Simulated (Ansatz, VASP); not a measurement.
**Cu (Copper) in two plane-wave programs**

Wanted: the spread between two codes on one cell, functional and k mesh. The cell is taken from a series of runs on this material, whose earlier steps may have relaxed, scaled, displaced or heated it; both programs get it as it stands.

Calculated with Ansatz 0.2.0; plane waves, with VASP 6.6.1 beside it; r2SCAN.

## Step 1: The structure

The structure is cubic, space group Fm-3m (No. 225). Conventional cell: a = 3.579 Å, b = 3.579 Å, c = 3.579 Å, α = 90.00°, β = 90.00°, γ = 90.00°. Nearest to Cu lie 12 Cu at 2.53 Å.

## Step 2: Ansatz: elastic constants, r2SCAN

Ansatz runs on its PAW soft_1 files.

Elastic constants are differences of stresses under small strains, so they test the stress and the mesh.

input.yaml reads:

```yaml
crystal:
  lattice:
    - [0.0, 1.7897187642, 1.7897187642]
    - [1.7897187642, 0.0, 1.7897187642]
    - [1.7897187642, 1.7897187642, 0.0]
  atoms:
    - { symbol: Cu, position: [0.0, 0.0, 0.0] }
kpoints:
  mp_grid: { grid: [24, 24, 24] }
hamiltonian:
  xc: r2scan
  pseudopotentials: { kind: paw, azcp: { folder: soft_1 } }
scf:
  occupations: { method: fermi_dirac, width: 0.15 }
output:
  forces: true
  stress: true
  eigenvalues: true
elastic:
  mode: relaxed_ion
  amplitude: 0.01
```

Started as:

```
$ ansatz run input.yaml --threads 4 --pin off --max-ram 15360MiB --backend cpu --events-out ev --progress --plain --runs-dir out
```

Numbers of over 12 decimals in the logs are rounded to 6 here.

The log of the run:

```text
Engine: ansatz 0.2.0, aarch64-unknown-linux-gnu
Pseudopotentials: kind: paw
Pseudopotential: Cu, paw, valence charge 19, recommended cutoff 500 eV (meta_gga), soft_1/Cu.paw.azcp
Functional definition: r2SCAN
  parameter k0 = 0.174
  parameter k1 = 0.065
  parameter a1 = 4.9479
  exchange = r2scan_x(k0 = k0, k1 = k1, a1 = a1)
  correlation = r2scan_c
Crystal: 1 atoms, lattice volume = 11.465 Å³
Basis set: ecut = 500 eV, 283 PW (Γ), exchange–correlation on 80×80×80 points (64 copies of the dense FFT grid, shifted against one another)
Bands: 14, of which v1, the nominal top of the filled ones, is band 10 counted from 1 (9 counted from 0)
Symmetry: 48 space group operations
Space group: Fm-3m (ITA 225), of the structure as read, at distance tolerance 2.3e-5 Å
k-points: 413 of 13824
Non-local potential: Cu, projectors of the file, l = 0: 3, l = 1: 2, l = 2: 3, l = 3: 1
PAW form: soft (Blöchl's): semilocal exchange-correlation on the pseudo side does not see the compensation charge
PAW frozen core: Cu, regenerated for the run's functional (the file was generated under x = pbe(κ = 0.804, μ = 0.219515), c = pbe(β = 0.066725))
PAW one-centre angular grid: Cu, 590 points (default); XC on 160 Gauss nodes
Initial density: superposition of atomic densities (chi_scale 0.1, normalization cell)
Initial wavefunctions: pseudopotential atomic-orbital guess
Functional: x = r2scan, c = r2scan; τ floored in thin density (d = 2e-4 eV/Å³)
SCF iter   1: F=—  HF=-6631.764607 eV  |F-HF|=—  |Δ(HF+E_count)|=         —  Δρ=2.09e-1  dr2=3.02e0  dr2_τ=3.43e-3  ethr=3.10e-3  ⟨swp⟩=4.9  Hψ=28670  notcnv=0
preconditioner: auto → none  [metal: Δε(μ)=0.022 eV  Ē_g=17.123 eV  σ=0.150 eV  W_gap=0.04  n_scr=0 (ndim 8)  ℏωp=36.4 eV  f_vac=0.000  D(μ)=0.37/eV (n_scr^D=0)]
SCF iter   2: F=—  HF=-6632.047801 eV  |F-HF|=—  |Δ(HF+E_count)|=   2.83e-1  Δρ=2.02e-1  dr2=2.30e0  dr2_τ=3.89e-2  ethr=3.10e-3  ⟨swp⟩=2.8  Hψ=15569  notcnv=0  defer=10
SCF iter   3: F=—  HF=-6631.265283 eV  |F-HF|=—  |Δ(HF+E_count)|=   7.83e-1  Δρ=2.21e-2  dr2=4.61e-2  dr2_τ=1.11e-3  ethr=3.10e-3  ⟨swp⟩=2.7  Hψ=14408  notcnv=0  defer=30
SCF iter   4: F=—  HF=-6631.262982 eV  |F-HF|=—  |Δ(HF+E_count)|=   2.30e-3  Δρ=4.47e-3  dr2=1.89e-3  dr2_τ=2.49e-5  ethr=2.42e-4  ⟨swp⟩=2.1  Hψ=9481  notcnv=0  defer=29
SCF iter   5: F=—  HF=-6631.264198 eV  |F-HF|=—  |Δ(HF+E_count)|=   1.22e-3  Δρ=4.68e-3  dr2=1.39e-3  dr2_τ=4.72e-6  ethr=9.97e-6  ⟨swp⟩=2.0  Hψ=8300  notcnv=0  defer=29
SCF iter   6: F=—  HF=-6631.263985 eV  |F-HF|=—  |Δ(HF+E_count)|=   2.13e-4  Δρ=1.56e-3  dr2=1.51e-4  dr2_τ=8.90e-7  ethr=7.31e-6  ⟨swp⟩=1.0  Hψ=5753  notcnv=0  defer=29
SCF iter   7: F=—  HF=-6631.263966 eV  |F-HF|=—  |Δ(HF+E_count)|=   1.90e-5  Δρ=3.49e-4  dr2=7.72e-6  dr2_τ=4.74e-8  ethr=7.96e-7  ⟨swp⟩=1.1  Hψ=5940  notcnv=0  defer=29
SCF iter   8: F=—  HF=-6631.263967 eV  |F-HF|=—  |Δ(HF+E_count)|=   1.01e-6  Δρ=4.05e-5  dr2=1.10e-7  dr2_τ=1.10e-9  ethr=4.06e-8  ⟨swp⟩=1.8  Hψ=7524  notcnv=0  defer=29
SCF iter   9: F=—  HF=-6631.263966 eV  |F-HF|=—  |Δ(HF+E_count)|=   1.31e-6  Δρ=3.91e-6  dr2=1.12e-9  dr2_τ=3.58e-11  ethr=5.77e-10  ⟨swp⟩=1.9  Hψ=9033  notcnv=0  defer=29
SCF iter  10: F=—  HF=-6631.263966 eV  |F-HF|=—  |Δ(HF+E_count)|=  1.06e-10  Δρ=2.47e-7  dr2=2.45e-12  dr2_τ=1.19e-13  ethr=5.88e-12  ⟨swp⟩=1.9  Hψ=7910  notcnv=0  defer=29
[...]
SCF 1 converged in 11 iterations: F = -6631.263966 eV  dr2 = 5.92e-15
  greatest PAW one-centre occupation: 1.001 electrons in one spin orbital (limit 2), on the Cu atom at site 0 (counted from 0), in its partial waves of l = 0
Initial density: handed on by an earlier stage of this run
Initial wavefunctions: those handed on with the density
[...]
preconditioner: auto → none  [metal: Δε(μ)=0.077 eV  Ē_g=18.149 eV  σ=0.150 eV  W_gap=0.13  n_scr=0 (ndim 8)  ℏωp=36.4 eV  f_vac=0.000  D(μ)=0.27/eV (n_scr^D=0)]
[...]
SCF 2 converged in 2 iterations: F = -6631.263966 eV  dr2 = 2.00e-15
Crystal: 1 atoms, lattice volume = 11.236 Å³
Symmetry: 16 space group operations
k-points: 1063 of 13824
[...]
preconditioner: auto → none  [metal: Δε(μ)=0.006 eV  Ē_g=18.149 eV  σ=0.150 eV  W_gap=0.01  n_scr=0 (ndim 8)  ℏωp=36.4 eV  f_vac=0.000  D(μ)=0.28/eV (n_scr^D=0)]
[...]
SCF 8 converged in 9 iterations: F = -6631.262637 eV  dr2 = 7.06e-14
[...]
preconditioner: auto → none  [metal: Δε(μ)=0.009 eV  Ē_g=18.148 eV  σ=0.150 eV  W_gap=0.01  n_scr=0 (ndim 8)  ℏωp=36.4 eV  f_vac=0.000  D(μ)=0.27/eV (n_scr^D=0)]
[...]
SCF iter   5: F=—  HF=-6631.263633 eV  |F-HF|=—  |Δ(HF+E_count)|=   4.00e-9  Δρ=4.10e-7  dr2=9.18e-12  dr2_τ=9.67e-13  ethr=8.98e-13 (applied; sched 1.00e-12)  ⟨swp⟩=2.0  Hψ=38463  notcnv=0  defer=1
SCF iter   6: F=—  HF=-6631.263633 eV  |F-HF|=—  |Δ(HF+E_count)|=  3.91e-11  Δρ=8.89e-8  dr2=6.34e-13  dr2_τ=3.18e-14  ethr=4.83e-14 (applied; sched 1.00e-12)  ⟨swp⟩=2.0  Hψ=39271  notcnv=0  defer=102
SCF iter   7: F=-6631.263633 eV  HF=-6631.263633 eV  |F-HF|=0.00e0  |Δ(HF+E_count)|=  9.09e-13  Δρ=1.56e-8  dr2=1.93e-14  dr2_τ=3.15e-16  ethr=1.00e-12  ⟨swp⟩=3.2  Hψ=73551  notcnv=0
SCF 9 converged in 7 iterations: F = -6631.263633 eV  dr2 = 1.93e-14
SCF iter   1: F=—  HF=-6631.263626 eV  |F-HF|=—  |Δ(HF+E_count)|=         —  Δρ=1.08e-4  dr2=2.60e-8  dr2_τ=1.02e-10  ethr=1.00e-12  ⟨swp⟩=9.5  Hψ=216780  notcnv=0  defer=1
SCF iter   2: F=—  HF=-6631.263632 eV  |F-HF|=—  |Δ(HF+E_count)|=   5.06e-6  Δρ=5.46e-5  dr2=9.94e-9  dr2_τ=5.87e-8  ethr=1.00e-12  ⟨swp⟩=3.0  Hψ=67600  notcnv=0  defer=1
SCF iter   3: F=—  HF=-6631.263633 eV  |F-HF|=—  |Δ(HF+E_count)|=   1.62e-6  Δρ=2.42e-5  dr2=1.00e-8  dr2_τ=8.66e-9  ethr=1.00e-12  ⟨swp⟩=3.3  Hψ=55399  notcnv=0  defer=1
SCF iter   4: F=—  HF=-6631.263633 eV  |F-HF|=—  |Δ(HF+E_count)|=   2.72e-7  Δρ=2.76e-6  dr2=1.71e-10  dr2_τ=1.09e-10  ethr=1.00e-12  ⟨swp⟩=2.1  Hψ=46625  notcnv=0  defer=1
SCF iter   5: F=—  HF=-6631.263633 eV  |F-HF|=—  |Δ(HF+E_count)|=   4.00e-9  Δρ=4.11e-7  dr2=9.22e-12  dr2_τ=9.71e-13  ethr=8.98e-13 (applied; sched 1.00e-12)  ⟨swp⟩=2.0  Hψ=38463  notcnv=0  defer=1
SCF iter   6: F=—  HF=-6631.263633 eV  |F-HF|=—  |Δ(HF+E_count)|=  4.00e-11  Δρ=8.88e-8  dr2=6.31e-13  dr2_τ=3.09e-14  ethr=4.85e-14 (applied; sched 1.00e-12)  ⟨swp⟩=2.0  Hψ=39254  notcnv=0  defer=102
SCF iter   7: F=-6631.263633 eV  HF=-6631.263633 eV  |F-HF|=0.00e0  |Δ(HF+E_count)|=  9.09e-13  Δρ=1.55e-8  dr2=1.92e-14  dr2_τ=3.10e-16  ethr=1.00e-12  ⟨swp⟩=3.2  Hψ=73546  notcnv=0
SCF 10 converged in 7 iterations: F = -6631.263633 eV  dr2 = 1.92e-14
SCF converged after 2 iterations
Free energy (F): -6631.263966 eV
Harris-Foulkes:  -6631.263966 eV  (|F-HF|=0.00e0)
Internal energy: -6631.243280 eV  (E = F + TS)
E sigma→0 (E₀):  -6631.253623 eV
Entropy (-TS):   -0.020687 eV (-20.687 meV/atom)
Fermi energy:    16.800487 eV
--- Per-component energies (eV) ---
  E_band       = -383.810902
  E_kinetic    = 260.991557
  E_local      = -4461.542485  (includes V_loc(G=0)·N_el)
  E_nonlocal   = 898.001845
  E_hartree    = 1895.590016
  E_xc         = -62.724196
  E_vxc        = -91.475750  (∫ρ·V_xc dr)
  E_paw        = -1832.054669  (= ΣΔE_a)
  E_vpaw       = -786.848065  (= ΣTr[D̂ρ^β])
  E_aug_tail   = 0.000423  (compensation charges beyond the density's cutoff)
  E_vtau       = 5.881538  (kinetic-family band-sum trace: ∫τ·v_τ [+ j·A + Jᵃ·Aᵃ] dr)
  E_ewald      = -3329.204664
  E_core_change = -0.301107  (= ΣΔE_core)
  E_smearing   = -0.020687  (= −TS)
  E_closure    = 0.000000  (closes the sum)
  Σ components = -6631.263966   (vs F -6631.263966, Δ=0.00e0)
--- Forces (eV/Å), atoms counted from 1 ---
  atom   1  Cu     0.00000000    -0.00000000    -0.00000000
  max |Σ_I F_I| component: 7.56e-31 eV/Å
--- Stress (GPa, compression-positive) ---
       -0.000001       0.000000       0.000000
        0.000000      -0.000001      -0.000000
       -0.000000       0.000000      -0.000001
  P = ⅓ Tr σ = -0.0000 GPa (-0.000 kbar)
--- Band table (eV; the first three rows and the last of 413) ---
  k-point 0: bands = [... 6 lower, 13.5662, 13.5662, 14.4274, 14.4274, 40.4128, 43.5458, 43.5458, 43.5458]
  k-point 1: bands = [... 6 lower, 13.5793, 13.5793, 14.4221, 14.4221, 40.1083, 42.4477, 43.2989, 43.2989]
  k-point 2: bands = [... 6 lower, 13.6158, 13.6158, 14.4088, 14.4088, 38.7520, 41.5113, 42.7877, 42.7877]
  k-point 412: bands = [... 6 lower, 12.9948, 14.3822, 15.2150, 23.3391, 23.3391, 25.4954, 26.3942, 46.5440]
--- Elastic constants: 2 strain directions × 4 members + reference (group order 48) ---
  dense FFT box of the reference and of every strained cell: 20×20×20
  strains applied: 11, 23; error gains: componentwise 1.00 (the most a stress slope's error grows in a printed constant), spectral 1.73 (1 for all six strains in a standard setting)
  C = ∂σ_k/∂η_j (tension-positive GPa; Voigt order 11 22 33 23 13 12):
       201.856    143.153    143.153     -0.000     -0.000     -0.000
       143.153    201.856    143.153     -0.000     -0.000      0.000
       143.153    143.153    201.856     -0.000     -0.000     -0.000
        -0.000     -0.000      0.000     92.880      0.000     -0.000
         0.000     -0.000     -0.000     -0.000     92.880      0.000
        -0.000      0.000      0.000     -0.000     -0.000     92.880
  reference stress σ⁰ (GPa):      0.000      0.000      0.000     -0.000     -0.000     -0.000
  C* (energy form; C + prestress term) asymmetry max|C*_kj − C*_jk| = 2.842e-14 GPa — a small one proves nothing (zero by symmetry where the batch's group is 432, −43m or m−3m); a large one is finite-difference/SCF noise where every solve meets its electron count
  moduli (Voigt/Reuss/Hill, GPa): K = 162.72/162.72/162.72   G = 67.47/49.78/58.62   E = 157.02   ν = 0.339
  mechanically stable: yes (min eigenvalue of sym C = 58.70 GPa)
  strain η (Voigt 11):  stress-route row diagonal C_11 = 201.86 GPa, energy-path curvature d²(F+E_count+ΔE)/dδ²/Ω₀ = 201.90 GPa
    cells at ±δ against ±2δ: C21 143.27 and 143.61 GPa, apart by 0.17 % of the column's largest entry
         δ    σ_11 (GPa)             F (eV)   n_scf  n_hpsi   n_pw
    -2.000e-2      -4.2390       -6631.2609801      11  343249    302   relax 0 steps, max|allowed force component| 0.00e0 eV/Å
    -1.000e-2      -2.0683       -6631.2632311       7  293780    303   relax 0 steps, max|allowed force component| 0.00e0 eV/Å
     1.000e-2       1.9700       -6631.2632545       7  324788    307   relax 0 steps, max|allowed force component| 0.00e0 eV/Å
     2.000e-2       3.8442       -6631.2611697      10  310912    312   relax 0 steps, max|allowed force component| 0.00e0 eV/Å
  strain η (Voigt 23):  stress-route row diagonal C_44 = 92.88 GPa, energy-path curvature d²(F+E_count+ΔE)/dδ²/Ω₀ = 92.91 GPa
    cells at ±δ against ±2δ: C44 92.85 and 92.76 GPa, apart by 0.10 % of the column's largest entry
         δ    σ_23 (GPa)             F (eV)   n_scf  n_hpsi   n_pw
    -2.000e-2      -1.8552       -6631.2626372      10  601415    304   relax 0 steps, max|allowed force component| 0.00e0 eV/Å
    -1.000e-2      -0.9285       -6631.2636334       7  562913    303   relax 0 steps, max|allowed force component| 0.00e0 eV/Å
     1.000e-2       0.9285       -6631.2636334       7  552295    303   relax 0 steps, max|allowed force component| 0.00e0 eV/Å
     2.000e-2       1.8552       -6631.2626372       9  541717    304   relax 0 steps, max|allowed force component| 0.00e0 eV/Å
```

[end of part 1 of 2]

[Lines on the potential files, build, host, timing and source positions are cut from VASP's logs without a mark.]

[Logs are printed without paths, hosts, clocks, repeated set-up lines and the standing remarks that a program may print on its own settings, such as how far it seeks lower states.]

[Hosts, paths, dates, database ids (printed as entryN), source tags and the programs' standing remarks are cut or masked in the printed files.]
